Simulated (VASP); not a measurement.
Input for VASP

**KPOINTS**
```
Automatic mesh
0
Gamma
8 8 8
0 0 0
```

**INCAR**
```
SYSTEM=SnC
PREC=Accurate; ENCUT=520; LREAL=.FALSE.
LASPH=.TRUE.; NBANDS=17
EDIFF=1E-6; NELM=100; ALGO=Normal
LMAXMIX=4
ISMEAR=0; SIGMA=0.05
GGA=PE
ISIF=2
LWAVE=.FALSE.; LCHARG=.FALSE.
```

**POSCAR**
```
SnC
3.0793470
  1.0000000000   0.0000000000   0.0000000000
  0.0000000000   1.0000000000   0.0000000000
  0.0000000000   0.0000000000   1.0000000000
Sn C
1 1
Direct
  0.0000000000   0.0000000000   0.0000000000
  0.5000000000   0.5000000000   0.5000000000
```

POTCAR, in this order: Sn_d C (PBE.64 set). Program: vasp_std.

Q: Translate this PBE calculation to Ansatz.

A: One equivalent input (not run):
Ansatz 0.2 input:
```yaml
crystal:
  lattice:
    - [3.0793470, 0.0000000, 0.0000000]
    - [0.0000000, 3.0793470, 0.0000000]
    - [0.0000000, 0.0000000, 3.0793470]
  atoms:
    - { symbol: Sn, position: [0.0000000, 0.0000000, 0.0000000] }
    - { symbol: C, position: [0.5000000, 0.5000000, 0.5000000] }
kpoints:
  mp_grid: { grid: [8, 8, 8] }
hamiltonian:
  xc: pbe
  pseudopotentials: { kind: paw }
scf:
  occupations: { method: gaussian, width: 0.05 }
  max_iter: 100
output: { forces: true, stress: true, eigenvalues: true }
```
What does not carry over: each code has its own PAW files, so the cut-off isn't converted (ENCUT is set for VASP's; basis.ecutwfc is left out, and Ansatz then takes the one that its files recommend); Ansatz stops its SCF on the density residual and VASP on the energy change (EDIFF); the number of bands isn't carried over, since the valence differs with the files.

The structure was generated: SnC was put into the CsCl type (Pm-3m), which need not be its known phase. The cell was not relaxed at this level. The run is one of a series of settings (NBANDS = 17 against the base run), some of them coarse on purpose.
